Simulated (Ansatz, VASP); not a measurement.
# B75PH50N74 (BN(111) slab, H on both faces): VASP beside Ansatz

Wanted: the spread between two codes on one cell, functional and k mesh. The cell is taken from a series of runs on this material, whose earlier steps may have relaxed, scaled, displaced or heated it; both programs get it as it stands.

Program: Ansatz 0.2.0. Level of theory: plane waves, with VASP 6.6.1 beside it; single point at PBE. Results are calculated unless marked as measured.

### 1. The structure

The cell holds 200 atoms: 75 B, 74 N, 1 P and 50 H. Cell: a = 12.784 Å, b = 12.784 Å, c = 18.907 Å, α = 90.0°, β = 90.0°, γ = 60.0°. It derives from BN (zinc-blende). As first built, before any earlier steps moved the atoms (in the runner's words): zinc-blende BN (a = 3.616 A), (111) slab of 6 atomic planes, 5 x 5 surface cells, H on the broken bonds of both faces; displaced by a Gaussian of 0.02 A. Vacuum lies along c. Nearest the centre at fractional (0.601, 0.399, 0.372): P150 at 0.45 Å, B49 at 1.69 Å, B34 at 1.69 Å, B37 at 1.71 Å, H173 at 1.87 Å, N124 at 2.46 Å, N109 at 2.47 Å, N112 at 2.48 Å.

### 2. VASP: single point, PBE

With cell and atoms fixed, the geometry can't cause a difference; cores, projectors, grids and the points listed under the comparison can.

Lines of VASP's logs that name or quote its potential files are left out, and so is its time.

The input, INCAR:

```
SYSTEM = B75PH50N74
PREC = Accurate
ENCUT = 520
EDIFF = 1E-06
NELM = 120
ISMEAR = 0
SIGMA = 0.05
LREAL = Auto
ALGO = Normal
GGA = PE
NBANDS = 465
LORBIT = 11
LWAVE = .FALSE.
LCHARG = .FALSE.
ISIF = 2
LASPH = .TRUE.
GGA_COMPAT = .FALSE.
```

The input, POSCAR:

```
B75PH50N74
1.0
   12.7844910000      0.0000000000      0.0000000000
    6.3922450000     11.0716940000      0.0000000000
    0.0000000000      0.0000000000     18.9073220000
B N P H
75 74 1 50
Direct
    0.1340200000      0.1332970000      0.4015500000
    0.0669300000      0.0668330000      0.5119920000
[... 16 atom lines left out ...]
    0.3297990000      0.3333650000      0.4009160000
[... 2 atom lines left out ...]
    0.3307670000      0.5349280000      0.3999360000
[... 2 atom lines left out ...]
    0.3297930000      0.7374560000      0.4009140000
[... 5 atom lines left out ...]
    0.5329020000      0.1302580000      0.4009150000
[... 2 atom lines left out ...]
    0.5261210000      0.3265840000      0.3964320000
    0.4661600000      0.2665840000      0.5102050000
[... 1 atom line left out ...]
    0.5261160000      0.5479130000      0.3964280000
    0.4665140000      0.4670780000      0.5079790000
[... 1 atom line left out ...]
    0.5328980000      0.7374560000      0.4009150000
    0.4661270000      0.6679470000      0.5102060000
[... 4 atom lines left out ...]
    0.7344650000      0.1312190000      0.3999350000
[... 2 atom lines left out ...]
    0.7474450000      0.3265820000      0.3964250000
    0.6666110000      0.2669710000      0.5079770000
[... 1 atom line left out ...]
    0.7344580000      0.5349300000      0.3999360000
    0.6665850000      0.4670740000      0.5079790000
[... 7 atom lines left out ...]
    0.9369820000      0.1302580000      0.4009120000
[... 2 atom lines left out ...]
    0.9369800000      0.3333700000      0.4009120000
    0.8674440000      0.2665990000      0.5102010000
[... 28 atom lines left out ...]
    0.3926810000      0.3999690000      0.3710160000
    0.3323550000      0.3334540000      0.4805070000
[... 1 atom line left out ...]
    0.3926730000      0.6079550000      0.3710170000
    0.3325350000      0.5340510000      0.4792820000
[... 7 atom lines left out ...]
    0.5995080000      0.1931340000      0.3710160000
    0.5330070000      0.1328010000      0.4805060000
[... 1 atom line left out ...]
    0.5328840000      0.3333390000      0.4767290000
[... 1 atom line left out ...]
    0.5995070000      0.6079580000      0.3710150000
    0.5328780000      0.5344110000      0.4767280000
    0.4670850000      0.4669600000      0.5877180000
[... 6 atom lines left out ...]
    0.8074920000      0.1931280000      0.3710150000
    0.7335950000      0.1329760000      0.4792800000
[... 1 atom line left out ...]
    0.8074890000      0.3999770000      0.3710140000
    0.7339310000      0.3333460000      0.4767250000
    0.6664310000      0.2676150000      0.5877190000
[... 1 atom line left out ...]
    0.7335830000      0.5340570000      0.4792810000
    0.6664280000      0.4669370000      0.5877150000
[... 7 atom lines left out ...]
    0.9343510000      0.1328060000      0.4805030000
[... 2 atom lines left out ...]
    0.9343470000      0.3334660000      0.4805030000
[... 10 atom lines left out ...]
    0.5998880000      0.4003550000      0.3485480000
[... 12 atom lines left out ...]
    0.3898400000      0.4006840000      0.3165740000
[... 1 atom line left out ...]
    0.3898370000      0.6100820000      0.3165730000
[... 5 atom lines left out ...]
    0.6002220000      0.1902970000      0.3165740000
[... 1 atom line left out ...]
    0.5998440000      0.4003470000      0.2730660000
[... 1 atom line left out ...]
    0.6002250000      0.6100780000      0.3165720000
[... 5 atom lines left out ...]
    0.8096140000      0.1902920000      0.3165720000
[... 1 atom line left out ...]
    0.8096090000      0.4006940000      0.3165710000
[... 16 atom lines left out ...]
    0.9983470000      0.0006390000      0.6843740000
```

The input, KPOINTS:

```
Automatic mesh
0
Gamma
1 1 1
0 0 0
```

The projector-augmented-wave data sets are B, N, P and H (PBE family, release 64).

Run with:

```sh
$ export OMP_NUM_THREADS=3
$ mpirun -np 1 vasp_gam
```

What it wrote:

```text
[banner, memory and clock lines left out]
running    1 mpi-ranks, on    1 nodes
[...]
Offloading initialized ...    1 GPUs detected
[...]
LDA part: xc-table for (Slater+PW92), standard interpolation
 POSCAR, INCAR and KPOINTS ok, starting setup
[...]
entering main loop
       N       E                     dE             d eps       ncg     rms          rms(c)
DAV:   1     0.681231704571E+04    0.68123E+04   -0.33233E+05   962   0.129E+03
DAV:   2    -0.651965154700E+03   -0.74643E+04   -0.70582E+04  1380   0.330E+02
DAV:   3    -0.153449888971E+04   -0.88253E+03   -0.87535E+03  1180   0.123E+02
DAV:   4    -0.156650798890E+04   -0.32009E+02   -0.31946E+02  1244   0.260E+01
[...]
DAV:  28    -0.145008665659E+04   -0.62466E-05   -0.53315E-07   764   0.103E-03    0.679E-04
DAV:  29    -0.145008665784E+04   -0.12527E-05   -0.19407E-07   780   0.698E-04    0.166E-03
DAV:  30    -0.145008665834E+04   -0.49570E-06   -0.93912E-08   732   0.408E-04
   1 F= -.14500867E+04 E0= -.14500614E+04  d E =-.504611E-01
```

OUTCAR, selected parts (step 2):

```text
  FREE ENERGIE OF THE ION-ELECTRON SYSTEM (eV)
  ---------------------------------------------------
  free  energy   TOTEN  =     -1450.0866583376 eV

  energy  without entropy=    -1450.0361972730  energy(sigma->0) =    -1450.06142781
```

(Continued in part 2 of 2.)

[Lines on the potential files, build, host, timing and source positions are cut from VASP's logs without a mark.]

[Logs are printed without paths, hosts, clocks, repeated set-up lines and the standing remarks that a program may print on its own settings, such as how far it seeks lower states.]

[Hosts, paths, dates, database ids (printed as entryN), source tags and the programs' standing remarks are cut or masked in the printed files.]
